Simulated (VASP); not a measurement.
```xyz
2
Lattice="0.0000 3.1950 3.1950 3.1950 0.0000 3.1950 3.1950 3.1950 0.0000" Properties=species:S:1:pos:R:3 pbc="T T T"
Ba     0.0000     0.0000     0.0000
S      3.1950     3.1950     3.1950
```

The base run (VASP): PBE GGA, plane waves, VASP's PBE PAW potentials (set 64). Run with 400 eV cut-off, 7×7×7 Γ-centred mesh, Gaussian smearing of 0.050 eV, potentials Ba_sv S.

One setting is varied; ΔE counts from the base run. The base run took about 9 core-seconds. The timings are rough (shared machines, no repeats); factors under 2 mean little.

Pressures at a finite cut-off, here 400 eV, hold a Pulay part, which wasn't tested here.

| setting | cost over the base run | electronic steps | ΔE (meV/atom) | pressure (GPa) |
|---|---|---|---|---|
| KPOINTS 2×2×2 Monkhorst-Pack mesh | about 1/3 | 13 | -58.8 | 0.62 |
| KPOINTS 5×5×5 Monkhorst-Pack mesh | within a factor of 2 | 13 | 0.4 | 1.38 |
| base run | reference | 13 | 0.0 | 1.37 |
| KPOINTS 9×9×9 Monkhorst-Pack mesh | within a factor of 2 | 13 | 0.0 | 1.37 |
| KPOINTS 8×8×8 Monkhorst-Pack mesh | ___ | 13 | 0.0 | 1.37 |

**Question.** Complete the blanks.

**Answer.** 
- KPOINTS 8×8×8 Monkhorst-Pack mesh, cost over the base run: about 3 times

Left out are runs that failed, have no time on record or changed the cell.

The compound is BaS in the rock salt structure. The cell was not relaxed at this level.
